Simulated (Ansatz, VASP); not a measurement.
# CePbSe3 in two plane-wave programs

Wanted: the spread between two codes on one cell, functional and k mesh. The cell is generated by rule, not measured, and may not be a known phase. The two relaxations start from unlike cells of this crystal (the structure described is Ansatz's start), so only their ends are compared.

Main program and level: Ansatz 0.2.0; plane waves, with VASP 6.6.1 beside it; relaxation of cell and atoms at PBE.

The structure was built from a prototype and need not be the compound's stable phase.

**1. The starting structure**

The structure is tetragonal, space group P4/mbm (No. 127). The conventional cell has a = 7.795 Å, b = 7.795 Å, c = 5.512 Å, α = 90.00°, β = 90.00°, γ = 90.00°. Pb has 4 Se at 3.50 Å nearest. Nearest to Ce lie 6 Se at 2.76 to 2.82 Å. Nearest to Se lie 2 Ce at 2.82 Å and 2 Pb at 3.50 Å. Se has 2 Ce at 2.76 Å nearest. Farther neighbours and most contacts between anions are not listed.

**2. Ansatz: relaxation of cell and atoms, PBE**

Ansatz runs on its PAW soft_1 files.

The relaxed volume is the usual yardstick between codes: in a stiff, nearly cubic crystal its relative difference is about their pressure difference at one cell divided by the bulk modulus.

input.yaml reads:

```yaml
crystal:
  lattice:
    - [-5.5117992162, 0.0, 0.0]
    - [0.0, -5.5117992162, -5.5117992162]
    - [0.0, -5.5117992162, 5.5117992162]
  atoms:
    - { symbol: Pb, position: [0.0, 0.5, 0.5] }
    - { symbol: Pb, position: [0.0, 0.0, 0.0] }
    - { symbol: Ce, position: [0.5, 0.0, 0.5] }
    - { symbol: Ce, position: [0.5, 0.5, 0.0] }
    - { symbol: Se, position: [0.5, 0.195571312, 0.195571312] }
    - { symbol: Se, position: [0.5, 0.804428688, 0.804428688] }
    - { symbol: Se, position: [0.5, 0.304428688, 0.695571312] }
    - { symbol: Se, position: [0.5, 0.695571312, 0.304428688] }
    - { symbol: Se, position: [0.0, 0.0, 0.5] }
    - { symbol: Se, position: [0.0, 0.5, 0.0] }
kpoints:
  mp_grid: { grid: [6, 4, 4] }
hamiltonian:
  xc: pbe
  pseudopotentials: { kind: paw, azcp: { folder: soft_1 } }
scf:
  occupations: { method: gaussian, width: 0.01 }
output:
  forces: true
  stress: true
  eigenvalues: true
relax:
  adjacent_minimum: "off"
  f_tol: 0.002
  max_steps: 120
  cell: { stress_tol: 0.03 }
```

Command:

```
$ ansatz run input.yaml --threads 4 --pin off --max-ram 16384MiB --backend cpu --events-out ev --progress --plain --runs-dir out
```

Numbers of over 12 decimals in the logs are rounded to 6 here.

The program printed:

```text
band count auto-derived: 93 (N_el = 148.0; filled up to band 74; 89 by the electrons, moments and atoms)
Engine: ansatz 0.2.0, aarch64-unknown-linux-gnu
Pseudopotentials: kind: paw
Pseudopotential: Pb, paw, valence charge 14, recommended cutoff 420 eV (normal), soft_1/Pb.paw.azcp
Pseudopotential: Ce, paw, valence charge 12, recommended cutoff 420 eV (normal), soft_1/Ce.paw.azcp
Pseudopotential: Se, paw, valence charge 16, recommended cutoff 420 eV (normal), soft_1/Se.paw.azcp
Functional definition: PBE
  parameter kappa = 0.804
  parameter beta = 0.066725
  exchange = pbe_x(kappa = kappa, mu = beta*pi^2/3)
  correlation = pbe_c(beta = beta)
Crystal: 10 atoms, lattice volume = 334.896 Å³
Basis set: ecut = 420 eV, 6515 PW (Γ), exchange–correlation on 80×108×108 points (8 copies of the dense FFT grid, shifted against one another)
Bands: 93, of which v1, the nominal top of the filled ones, is band 74 counted from 1 (73 counted from 0)
Symmetry: 16 space group operations
Space group: P4/mbm (ITA 127), of the structure as read, at distance tolerance 6.9e-5 Å
k-points: 24 of 96
Non-local potential: Pb, projectors of the file, l = 0: 2, l = 1: 2, l = 2: 2, l = 3: 1
Non-local potential: Ce, projectors of the file, l = 0: 3, l = 1: 2, l = 2: 2, l = 3: 3
Non-local potential: Se, projectors of the file, l = 0: 2, l = 1: 2, l = 2: 3, l = 3: 1
PAW form: soft (Blöchl's): semilocal exchange-correlation on the pseudo side does not see the compensation charge
PAW one-centre angular grid: Pb, 590 points (default); XC on 64 Gauss nodes
PAW one-centre angular grid: Ce, 590 points (default); XC on 64 Gauss nodes
PAW one-centre angular grid: Se, 590 points (default); XC on 64 Gauss nodes
Initial density: superposition of atomic densities (chi_scale 0.1, normalization cell, long waves kept (reshape's long-wave potential 0.00 eV rms))
Initial wavefunctions: pseudopotential atomic-orbital guess
Functional: x = pbe(κ = 0.804, μ = 0.219515), c = pbe(β = 0.066725)
SCF iter   1: F=—  HF=-69842.696357 eV  |F-HF|=—  |Δ(HF+E_count)|=         —  Δρ=6.84e-1  dr2=2.46e3  ethr=3.10e-3  ⟨swp⟩=6.0  Hψ=7270  notcnv=0  defer=29
preconditioner: auto → LDOS  [metal: Δε(μ)=0.002 eV  Ē_g=9.113 eV  σ=0.010 eV  W_gap=0.11  n_scr=68 (ndim 8)  ℏωp=18.6 eV  f_vac=0.014  D(μ)=31.94/eV (n_scr^D=398)  β→1.0]
SCF iter   2: F=—  HF=-69852.872556 eV  |F-HF|=—  |Δ(HF+E_count)|=    1.02e1  Δρ=2.70e-1  dr2=1.32e2  ethr=3.10e-3  ⟨swp⟩=6.9  Hψ=6811  notcnv=0  defer=289
preconditioner: auto → Resta (q_TF=auto, 2.381 Å⁻¹)  ε∞=3.3  [insulator: Δε(μ)=0.381 eV  Ē_g=12.299 eV  σ=0.010 eV  W_gap=1.00  n_scr=68 (ndim 8)  ℏωp=18.6 eV  f_vac=0.074  D(μ)=0.00/eV (n_scr^D=0)  ε∞_Penn≈3.3  vacuum switching on, ρ_ref=1.1e-2 e/Å³  β→0.5]
SCF iter   3: F=—  HF=-69840.378396 eV  |F-HF|=—  |Δ(HF+E_count)|=    1.25e1  Δρ=1.80e-1  dr2=9.76e1  ethr=3.10e-3  ⟨swp⟩=5.6  Hψ=5316  notcnv=0  defer=295
SCF iter   4: F=—  HF=-69832.963412 eV  |F-HF|=—  |Δ(HF+E_count)|=    7.41e0  Δρ=1.37e-1  dr2=8.44e1  ethr=3.10e-3  ⟨swp⟩=3.5  Hψ=3987  notcnv=0  defer=305
SCF iter   5: F=—  HF=-69816.418803 eV  |F-HF|=—  |Δ(HF+E_count)|=    1.65e1  Δρ=1.09e-1  dr2=5.66e1  ethr=3.10e-3  ⟨swp⟩=2.4  Hψ=3805  notcnv=0  defer=294
SCF iter   6: F=—  HF=-69801.697079 eV  |F-HF|=—  |Δ(HF+E_count)|=    1.47e1  Δρ=7.69e-2  dr2=2.89e1  ethr=3.10e-3  ⟨swp⟩=3.8  Hψ=3349  notcnv=0  defer=294
SCF iter   7: F=—  HF=-69794.749843 eV  |F-HF|=—  |Δ(HF+E_count)|=    6.95e0  Δρ=4.62e-2  dr2=9.92e0  ethr=3.10e-3  ⟨swp⟩=4.7  Hψ=3910  notcnv=0  defer=333
SCF iter   8: F=—  HF=-69803.872560 eV  |F-HF|=—  |Δ(HF+E_count)|=    9.12e0  Δρ=3.55e-1  dr2=6.24e2  ethr=3.10e-3  ⟨swp⟩=7.9  Hψ=7387  notcnv=0  defer=278  recentre
SCF iter   9: F=—  HF=-69793.442097 eV  |F-HF|=—  |Δ(HF+E_count)|=    1.04e1  Δρ=2.78e-2  dr2=3.63e0  ethr=3.10e-3  ⟨swp⟩=6.4  Hψ=6721  notcnv=0  defer=107
SCF iter  10: F=—  HF=-69793.429782 eV  |F-HF|=—  |Δ(HF+E_count)|=   1.23e-2  Δρ=4.95e-2  dr2=1.24e1  ethr=2.45e-3  ⟨swp⟩=4.6  Hψ=4439  notcnv=0  defer=148  recentre
[...]
SCF iter  14: F=—  HF=-69792.982895 eV  |F-HF|=—  |Δ(HF+E_count)|=   3.19e-2  Δρ=5.05e-3  dr2=1.26e-1  ethr=8.48e-6  ⟨swp⟩=5.7  Hψ=4388  notcnv=0  defer=166
SCF iter  15: F=—  HF=-69792.975511 eV  |F-HF|=—  |Δ(HF+E_count)|=   7.38e-3  Δρ=2.73e-3  dr2=3.61e-2  ethr=8.48e-6  ⟨swp⟩=4.4  Hψ=3190  notcnv=0  defer=169
[...]
Initial wavefunctions: pseudopotential atomic-orbital guess (no wavefunctions were taken with the density)
iter 1 solved again at ethr=2.06e-7 eV; its pass at ethr=3.10e-3 eV (dr2=3.05e-4 eV) is discarded
SCF iter   1: F=—  HF=-69793.741055 eV  |F-HF|=—  |Δ(HF+E_count)|=         —  Δρ=1.50e-4  dr2=3.42e-6  ethr=2.06e-7  ⟨swp⟩=3.2  Hψ=14050  notcnv=0
preconditioner: auto → Resta (q_TF=auto, 2.408 Å⁻¹)  ε∞=4.3  [insulator: Δε(μ)=0.504 eV  Ē_g=10.518 eV  σ=0.010 eV  W_gap=1.00  n_scr=68 (ndim 8)  ℏωp=19.2 eV  f_vac=0.045  D(μ)=0.00/eV (n_scr^D=0)  ε∞_Penn≈4.3]
SCF iter   2: F=—  HF=-69793.742218 eV  |F-HF|=—  |Δ(HF+E_count)|=   1.16e-3  Δρ=7.82e-5  dr2=2.19e-6  ethr=2.31e-9  ⟨swp⟩=2.0  Hψ=4008  notcnv=0
SCF iter   3: F=—  HF=-69793.742520 eV  |F-HF|=—  |Δ(HF+E_count)|=   3.03e-4  Δρ=6.88e-5  dr2=1.94e-5  ethr=1.48e-9  ⟨swp⟩=2.0  Hψ=3281  notcnv=0  recentre
SCF iter   4: F=—  HF=-69793.742555 eV  |F-HF|=—  |Δ(HF+E_count)|=   3.46e-5  Δρ=1.63e-5  dr2=2.29e-7  ethr=1.48e-9  ⟨swp⟩=2.0  Hψ=3279  notcnv=0
SCF iter   5: F=—  HF=-69793.742567 eV  |F-HF|=—  |Δ(HF+E_count)|=   1.22e-5  Δρ=1.22e-6  dr2=3.22e-9  ethr=1.55e-10  ⟨swp⟩=2.0  Hψ=2280  notcnv=0
SCF iter   6: F=—  HF=-69793.742567 eV  |F-HF|=—  |Δ(HF+E_count)|=   6.58e-9  Δρ=4.79e-7  dr2=3.99e-10  ethr=2.17e-12  ⟨swp⟩=2.0  Hψ=3240  notcnv=0
SCF iter   7: F=-69793.742567 eV  HF=-69793.742567 eV  |F-HF|=2.91e-11  |Δ(HF+E_count)|=   8.06e-9  Δρ=7.32e-8  dr2=2.73e-11  ethr=1.00e-12  ⟨swp⟩=4.0  Hψ=9474  notcnv=0
SCF 7 converged in 7 iterations: F = -69793.742567 eV  dr2 = 2.73e-11
relax step   7: F+E_penalty+E_count = -69793.74256720 eV  Δ(F+E_penalty+E_count) = +1.455e-3 eV  max|allowed force component| = 1.897e-3 eV/Å  Δτ_max = 0.0000 Å  P = +0.003 GPa  Ω = 313.158 Å³  stress off target by 5.95e-3 GPa  SCF on the basis re-selected at this cell (its energy is not comparable with the rows above)  (7 SCF iters)
basis re-selected at this cell: Δ(F+E_penalty+E_count) = +1.455e-3 eV, ΔP = -0.000 GPa vs the last step (what re-selecting the basis moved, of the pressure what is left beyond the Pulay correction that the steps carried, after the strain that the cell walked since its last selection, with what the two solves' SCF thresholds leave and, on support functions, any second-order correction that the steps lacked; it is no m [...]
SCF converged after 7 iterations
Free energy (F): -69793.742567 eV
Harris-Foulkes:  -69793.742567 eV  (|F-HF|=2.91e-11)
Internal energy: -69793.742567 eV  (E = F + TS)
E sigma→0 (E₀):  -69793.742567 eV
Fermi energy:    7.463281 eV
--- Per-component energies (eV) ---
  E_band       = -2631.943990
  E_kinetic    = 1710.682822
  E_local      = -20382.553258  (includes V_loc(G=0)·N_el)
  E_nonlocal   = -1302.007364
  E_hartree    = 10165.947215
  E_xc         = -1212.730817
  E_vxc        = -1157.601407  (∫ρ·V_xc dr)
  E_paw        = -44718.125360  (= ΣΔE_a)
  E_vpaw       = -1832.357102  (= ΣTr[D̂ρ^β])
  E_aug_tail   = -0.002190  (compensation charges beyond the density's cutoff)
  E_ewald      = -14054.953614
  E_smearing   = -0.000000  (= −TS)
  E_closure    = 0.000000  (closes the sum)
  Σ components = -69793.742567   (vs F -69793.742567, Δ=0.00e0)
--- Forces (eV/Å), atoms counted from 1 ---
  atom   1  Pb     0.00000000     0.00000000     0.00000000
  atom   2  Pb     0.00000000     0.00000000    -0.00000000
  atom   3  Ce     0.00000000    -0.00000000     0.00000000
  atom   4  Ce     0.00000000     0.00000000     0.00000000
  atom   5  Se     0.00000000     0.00189675     0.00000000
  atom   6  Se     0.00000000    -0.00189675    -0.00000000
  atom   7  Se     0.00000000    -0.00000000    -0.00189675
  atom   8  Se     0.00000000     0.00000000     0.00189675
  atom   9  Se    -0.00000000     0.00000000     0.00000000
  atom  10  Se    -0.00000000    -0.00000000     0.00000000
  max |Σ_I F_I| component: 5.42e-20 eV/Å
--- Stress (GPa, compression-positive) ---
        0.005950      -0.000000      -0.000000
       -0.000000       0.001917       0.000000
        0.000000       0.000000       0.001917
  P = ⅓ Tr σ = 0.0033 GPa (0.033 kbar)
--- Band table (eV; the first three rows and the last of 24) ---
  k-point 0: bands = [... 70 lower, 6.3015, 6.3939, 6.9745, 6.9745, 7.9144, 7.9429, 7.9830, 8.0114, ... 15 higher]
  k-point 1: bands = [... 70 lower, 6.3850, 6.4287, 6.8721, 6.9774, 7.9272, 7.9447, 7.9935, 8.0266, ... 15 higher]
  k-point 2: bands = [... 70 lower, 6.3622, 6.3622, 6.9911, 6.9911, 7.9418, 7.9418, 8.0281, 8.0281, ... 15 higher]
  k-point 23: bands = [... 70 lower, 6.5018, 6.5018, 7.2113, 7.2113, 7.7153, 7.7153, 7.9215, 7.9215, ... 15 higher]
--- Relaxed structure (6 steps of the walk, 6 accepted, 1 SCFs on fresh bases) ---
  F+E_penalty+E_count = -69793.74256720 eV   max|allowed force component| = 1.897e-3 eV/Å   (the final SCF, on the basis selected at the relaxed cell)
  cell:  # Å, volume = 313.1583 Å³
    - [-5.563607, 0, 0]
    - [0, -5.305041, -5.305041]
    - [0, -5.305041, 5.305041]
  atoms:
    - { symbol: Pb, position: [0, 0.5, 0.5] }
    - { symbol: Pb, position: [0, 0, 0] }
    - { symbol: Ce, position: [0.5, 0.0, 0.5] }
    - { symbol: Ce, position: [0.5, 0.5, 0.0] }
    - { symbol: Se, position: [0.5, 0.158046, 0.158046] }
    - { symbol: Se, position: [0.5, 0.841954, 0.841954] }
    - { symbol: Se, position: [0.5, 0.341954, 0.658046] }
    - { symbol: Se, position: [0.5, 0.658046, 0.341954] }
    - { symbol: Se, position: [0, 0.0, 0.5] }
    - { symbol: Se, position: [0, 0.5, 0.0] }
```

(Part 1 of 2 ends here.)

[Lines on the potential files, build, host, timing and source positions are cut from VASP's logs without a mark.]

[Logs are printed without paths, hosts, clocks, repeated set-up lines and the standing remarks that a program may print on its own settings, such as how far it seeks lower states.]

[Hosts, paths, dates, database ids (printed as entryN), source tags and the programs' standing remarks are cut or masked in the printed files.]
